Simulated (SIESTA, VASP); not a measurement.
The input files of a VASP run:

KPOINTS:
```
Automatic mesh
0
Gamma
4 4 4
0 0 0
```

**INCAR**
```
# general
SYSTEM   = ZnPdF6
PREC     = Accurate
ENCUT    = 400
LREAL    = F
LASPH    = T

# electronic loop
EDIFF    = 1E-6
NELM     = 100
ALGO     = Normal
LMAXMIX  = 4

# smearing
ISMEAR   = -1
SIGMA    = 0.01

# functional
GGA      = PS

# DFT+U
LDAU     = T
LDAUTYPE = 2
LDAUL    = 2 -1 -1
LDAUU    = 8.0 0 0
LDAUJ    = 0 0 0

# ions
ISIF     = 2

# output
LWAVE    = F
LCHARG   = F
```

### POSCAR
```
ZnPdF6
1
    2.4684900000     1.4251830000     4.5556200000
   -2.4684900000     1.4251830000     4.5556200000
    0.0000000000    -2.8503670000     4.5556200000
Zn Pd F
1 1 6
Direct
  0.5063850000   0.4722190000   0.4988690000
 -0.0022510000  -0.0100820000   0.0066510000
  0.2368720000   0.9072160000   0.6068160000
  0.7704780000   0.0696510000   0.4101530000
  0.5856350000   0.2435680000   0.9206350000
  0.3997910000   0.7868490000   0.0621290000
  0.8739390000   0.6371780000   0.2485390000
  0.1291500000   0.3934010000   0.7462070000
```

POTCAR, in this order: Zn Pd F (PBE.64 set). Program: vasp_std.

Question: Write an input for SIESTA that does the same calculation.

Answer: One input that does it (GGA PBEsol+U, numerical atomic orbitals DZP, PseudoDojo PBEsol standard norm-conserving potentials (rewritten from UPF to PSML)):
```
# files in the folder: Zn.psml Pd.psml F.psml (PseudoDojo PBEsol standard)
SystemName  ZnPdF6
SystemLabel ZnPdF6

NumberOfAtoms                8
NumberOfSpecies              3
%block ChemicalSpeciesLabel
  1 30 Zn
  2 46 Pd
  3 9 F
%endblock ChemicalSpeciesLabel
LatticeConstant              5.373850 Ang
%block LatticeVectors
     0.459352234    0.265207068    0.847738586
    -0.459352234    0.265207068    0.847738586
     0.000000000   -0.530414321    0.847738586
%endblock LatticeVectors
AtomicCoordinatesFormat      Bohr
%block AtomicCoordinatesAndAtomicSpecies
     0.159376533   -0.051532738   12.719379084  1
     0.036529814   -0.069040337   -0.048915623  2
    -3.127000609   -0.187297433   15.073312146  3
     3.269196794    0.053386638   10.763520362  3
     1.595663894   -2.725706199   15.064135086  3
    -1.805536563    2.861212979   10.750495136  3
     1.104435620    2.731014990   15.148657012  3
    -1.232670148   -2.612041822   10.922577921  3
%endblock AtomicCoordinatesAndAtomicSpecies

XC.functional                GGA
XC.authors                   PBEsol
PAO.BasisSize                DZP
PAO.EnergyShift              0.005 Ry
MeshCutoff                   350 Ry
%block kgrid.MonkhorstPack
    4   0   0  0.0
    0   4   0  0.0
    0   0   4  0.0
%endblock kgrid.MonkhorstPack
OccupationFunction           FD
ElectronicTemperature        116.05 K
DFTU.ProjectorGenerationMethod 2
DFTU.CutoffNorm              0.9
DFTU.FirstIteration          true
%block DFTU.proj
  Zn 1
  n=3 2
  8.00 0.00
  0.00 0.00
%endblock DFTU.proj

MaxSCFIterations             150
SCF.Mixer.Method             Pulay
SCF.Mixer.Weight             0.1
SCF.Mixer.History            6
SCF.DM.Tolerance             1.0E-05
Diag.ParallelOverK           true
WriteForces                  true
```
Both are inputs of real runs that ended normally. What can't carry over is the choice of potentials or basis and its cut-off, and each code's defaults.

The structure comes from a computed database's ZnPdF6 entry; how it stands against other phases isn't given here. The cell was not relaxed at this level, and it may have been scaled.
